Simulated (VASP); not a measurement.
Consider the following.

```
CELL_PARAMETERS angstrom
      0.00000     3.51626     3.51626
      3.51626     0.00000     3.51626
      3.51626     3.51626     0.00000
ATOMIC_POSITIONS crystal
  Sr 0.00000 0.00000 0.00000
  Cl 0.25000 0.25000 0.25000
  Cl 0.75000 0.75000 0.75000
```

Method: PBE GGA with D3 dispersion (Becke-Johnson damping), VASP's PBE PAW potentials (set 64) (plane waves; VASP 6.6.1). Numerical set-up: 520 eV cut-off, 6×6×6 Γ-centred mesh, Gaussian smearing of 0.050 eV, potentials Sr_sv Cl.

Q: Give the stress tensor in GPa (positive for a compressed cell).

A: 
```
-1.03   0.00   0.00
 0.00  -1.03   0.00
 0.00   0.00  -1.03
```
The pressure is its mean diagonal, -1.03 GPa.

The compound is SrCl2 in the fluorite structure. This cell is one point of a volume scan, at 1.03 of the reference volume.
